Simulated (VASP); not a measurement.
# Hg2H2O (I4/mmm) in VASP: reference runs

Aim: a first look at Hg2H2O with PBE, on the cell as given.

All numbers are computed with VASP 6.6.1; they aren't measurements. Logs are shortened: lines on timing, memory, paths and dates and some standing lists are left out, and cuts for length are marked.

### Step 1. The crystal as given

Symmetry: I4/mmm, No. 139, tetragonal system. The conventional cell has a = 4.004 Å, b = 4.004 Å, c = 9.413 Å, α = 90.00°, β = 90.00°, γ = 90.00°. Around Hg (site symmetry -4m2) lie 4 H at 2.32 Å. Around H (site symmetry 4mm) lie 4 Hg at 2.32 Å and 1 H at 2.35 Å. O (site symmetry 4/mmm) has 8 H at 3.07 Å and 8 Hg at 3.09 Å as nearest neighbours.

The cell was built by a generator and needn't be a form met in nature.

### Step 2. Single point, PBE

Contents of INCAR:

```
  PREC = Accurate
  ENCUT = 520
  EDIFF = 1E-7
  ISMEAR = -1
  SIGMA = 0.05
  LREAL = F
  LASPH = T
  NELM = 80
  ALGO = Normal
  ISIF = 2
  LWAVE = F
  LCHARG = F
  GGA = PE
  NBANDS = 24
```

Contents of KPOINTS:

```
Automatic mesh
0
Gamma
  9 9 9
```

Contents of POSCAR:

```
Hg2H2O
1.0
   -2.0022363300      2.0022363300      4.7064033300
    2.0022363300     -2.0022363300      4.7064033300
    2.0022363300      2.0022363300     -4.7064033300
Hg H O
2 2 1
Direct
    0.7500000000      0.2500000000      0.5000000000
    0.2500000000      0.7500000000      0.5000000000
    0.3750000000      0.3750000000      0.0000000000
    0.6250000000      0.6250000000      0.0000000000
    0.0000000000      0.0000000000      0.0000000000
```

Potentials or basis: VASP PAW PBE potentials, release 64 (Hg, H, O).

The run is started by

```bash
$ cat potpaw_PBE.64/Hg/POTCAR potpaw_PBE.64/H/POTCAR potpaw_PBE.64/O/POTCAR > POTCAR
$ mpirun -np 1 vasp_std > vasp.out
```

OUTCAR:

```text
PREC = Accurate
   ENCUT = 520
   EDIFF = 1E-7
   ISMEAR = -1
   LREAL = F
   LASPH = T
   NELM = 80
   ISIF = 2
   GGA = PE

 ion  position               nearest neighbor table
   1  0.750  0.250  0.500-   3 2.32   4 2.32   3 2.32   4 2.32   2 2.83   2 2.83   2 2.83   2 2.83

   2  0.250  0.750  0.500-   3 2.32   4 2.32   3 2.32   4 2.32   1 2.83   1 2.83   1 2.83   1 2.83

   3  0.375  0.375  0.000-   1 2.32   2 2.32   2 2.32   1 2.32
   4  0.625  0.625  0.000-   2 2.32   1 2.32   1 2.32   2 2.32
   5  0.000  0.000  0.000-

  LATTYP: Found a body centered tetragonal cell.
 ALAT       =     4.0044726600
 C/A-ratio  =     2.3505733362

  Lattice vectors:

 A1 = (  -2.0022363300,   2.0022363300,   4.7064033300)
 A2 = (   2.0022363300,  -2.0022363300,   4.7064033300)
 A3 = (   2.0022363300,   2.0022363300,  -4.7064033300)

Analysis of symmetry for initial positions (statically):
=====================================================================
 Subroutine PRICEL returns:
 Original cell was already a primitive cell.

 Routine SETGRP: Setting up the symmetry group for a
 body centered tetragonal supercell.

 Subroutine GETGRP returns: Found 16 space group operations
 (whereof 16 operations were pure point group operations)
 out of a pool of 16 trial point group operations.

The static configuration has the point symmetry D_4h.

Analysis of symmetry for dynamics (positions and initial velocities):
=====================================================================
 Subroutine PRICEL returns:
 Original cell was already a primitive cell.

 Routine SETGRP: Setting up the symmetry group for a
 body centered tetragonal supercell.

 Subroutine GETGRP returns: Found 16 space group operations
 (whereof 16 operations were pure point group operations)
 out of a pool of 16 trial point group operations.

The dynamic configuration has the point symmetry D_4h.

 Subroutine INISYM returns: Found 16 space group operations
 (whereof 16 operations are pure point group operations),
 and found     1 'primitive' translations

----------------------------------------------------------------------------------------

                                     Primitive cell

  volume of cell :      75.4709

[... 87 lines left out ...]
   ICHARG =      2    charge: 1-file 2-atom 10-const
   ISPIN  =      1    spin polarized calculation?
   LNONCOLLINEAR =      F non collinear calculations
   LSORBIT =      F    spin-orbit coupling
   LASPH  =      T    aspherical Exc in radial PAW
   ENCUT  =  520.0 eV  38.22 Ry    6.18 a.u.  10.21 10.21 10.21*2*pi/ulx,y,z
   NELM   =     80;   NELMIN=  2; NELMDL= -5     # of ELM steps
   EDIFF  = 0.1E-06   stopping-criterion for ELM
   LREAL  =      F    real-space projection
   EDIFFG = 0.1E-05   stopping-criterion for IOM
   NSW    =      0    number of steps for IOM
   IBRION =     -1    ionic relax: 0-MD 1-quasi-New 2-CG
   NFREE  =      0    steps in history (QN), initial steepest desc. (CG)
   ISIF   =      2    stress and relaxation
   ISYM   =      2    0-nonsym 1-usesym 2-fastsym
   POTIM  = 0.5000    time-step for ionic-motion
   TEBEG  =    0.0;   TEEND  =   0.0 temperature during run
   PSTRESS=    0.0 pullay stress
   NELECT =      32.0000    total number of electrons
   NUPDOWN=      -1.0000    fix difference up-down
   EMIN   =  10.00;   EMAX   =-10.00  energy-range for DOS
   EFERMI =   0.00;   METHOD = LEGACY
   ISMEAR =    -1;   SIGMA  =   0.05  broadening in eV -4-tet -1-fermi 0-gaus
   EFERMI_NEDOS =   21; number of points for ismear=-14 and -15
   IALGO  =     38    algorithm
   IMIX   =      4    mixing-type and parameters
     AMIX     =   0.40;   BMIX     =  1.00
     AMIX_MAG =   1.60;   BMIX_MAG =  1.00
  volume/ion in A,a.u.               =      15.09       101.86
  Fermi-wavevector in a.u.,A,eV,Ry     =   1.229886  2.324148 20.580442  1.512620
  Thomas-Fermi vector in A             =   2.364756
   LORBIT       =      0    0 simple, 1 ext, 2 COOP (PROOUT), +10 PAW based schemes
   GGA     = PE    functional components
   LHFCALC =     F    Hartree Fock is set to
   AEXX    =    0.0000 exact exchange contribution
   IVDW    =     0    specifies the selected vdW correction
   LEPSILON=     F    determine dielectric tensor
   LRPA    =     F    only Hartree local field effects (RPA)
 non-spin polarized calculation
  energy-cutoff  :      520.00
  volume of cell :       75.47
 maximum number of plane-waves:      2057
 NGX is ok and might be reduce to    42
   NGX = 21   NGY = 21   NGZ = 21

 number of electron      31.9999998 magnetization

 Free energy of the ion-electron system (eV)
  ---------------------------------------------------
  ext. energy  EPLUGINS =         0.00000000
  ---------------------------------------------------
  free energy    TOTEN  =        -7.29610152 eV

  energy without entropy =       -7.27144691  energy(sigma->0) =       -7.28377422

 E-fermi :   0.4911     XC(G=0):  -9.7868

 val. band max:        0.4758276079   @ k =  -0.2222  -0.2222   0.2222
 cond. band min:       0.4961554164   @ k =  -0.4444  -0.4444   0.2222
 fundamental gap:      0.0203278085
 Fermi energy:         0.4911142393

 k-point     1 :       0.0000    0.0000    0.0000
  band No.  band energies     occupation
      1     -14.7395      2.00000
      2      -8.7499      2.00000
      3      -8.2292      2.00000
      4      -8.1131      2.00000
      5      -6.6712      2.00000
      6      -6.6712      2.00000
[... 637 lines left out ...]
     23      12.5430      0.00000
     24      12.8128      0.00000

 [... further k-points ...]
[... 5 lines left out ...]
  --------------------------------------------------------------------------------------
  -------------------------------------------------------------------------------------
  Total        0.5739591      0.5739591     -8.2285384      0.0000000      0.0000000      0.0000000
  in kB       12.1846133     12.1846133   -174.6841397      0.0000000      0.0000000      0.0000000
  external PRESSURE =     -50.1049710 kB  Pullay stress =       0.0000000 kB

 VOLUME and BASIS-vectors are now :
 -----------------------------------------------------------------------------
  energy-cutoff  :      520.00
  volume of cell :       75.47
      direct lattice vectors                 reciprocal lattice vectors
    -2.002236330  2.002236330  4.706403330     0.000000000  0.249720771  0.106238239
     2.002236330 -2.002236330  4.706403330     0.249720771  0.000000000  0.106238239
     2.002236330  2.002236330 -4.706403330     0.249720771  0.249720771  0.000000000

 POSITION                                       TOTAL-FORCE (eV/Angst)
 -----------------------------------------------------------------------------------
      0.00000      2.00224      2.35320        -0.000000     -0.000000     -0.000000
      2.00224      0.00000      2.35320        -0.000000     -0.000000      0.000000
      0.00000      0.00000      3.52980        -0.000000     -0.000000     -0.701376
      0.00000      0.00000      5.88300         0.000000      0.000000      0.701376
      0.00000      0.00000      0.00000        -0.000000     -0.000000      0.000000
 -----------------------------------------------------------------------------------
    total drift:                                0.000000     -0.000000     -0.000000

  FREE ENERGIE OF THE ION-ELECTRON SYSTEM (eV)
  ---------------------------------------------------
  free  energy   TOTEN  =        -7.2961015238 eV

  energy  without entropy=       -7.2714469069  energy(sigma->0) =       -7.28377422
```

stdout:

```text
POSCAR found type information on POSCAR HgH O
 POSCAR found :  3 types and       5 ions
 scaLAPACK will be used
 LDA part: xc-table for (Slater+PW92), standard interpolation
 POSCAR, INCAR and KPOINTS ok, starting setup
 FFT: planning ... GRIDC
 FFT: planning ... GRID_SOFT
 FFT: planning ... GRID
 WAVECAR not read
 entering main loop
```

It took 2 min on 1 thread of Intel Xeon 6975P-C (Granite Rapids), shared host; peak memory 0.33 GiB.

What came out:

```yaml
Free_energy: -7.2961 eV
Pressure: -5.0 GPa
Largest_force: 0.701 eV/Å
Band_gap_on_the_k_mesh: none (metal or under the smearing width)
```

Forces on the atoms (eV/Å):
```
Hg   0.000  0.000  0.000
Hg   0.000  0.000  0.000
H    0.000  0.000 -0.701
H    0.000  0.000  0.701
O    0.000  0.000  0.000
```

Stress tensor (GPa, compression positive):
```
  1.22   0.00   0.00
  0.00   1.22   0.00
  0.00   0.00 -17.47
```

Levels at points of the mesh, in eV from the Fermi level:
```
           k point  band 13  band 14  band 15  band 16  band 17  band 18  band 19  band 20
(0.00, 0.00, 0.00)    -2.58    -0.25    -0.25     0.23     1.52     3.25     3.25     4.00
```
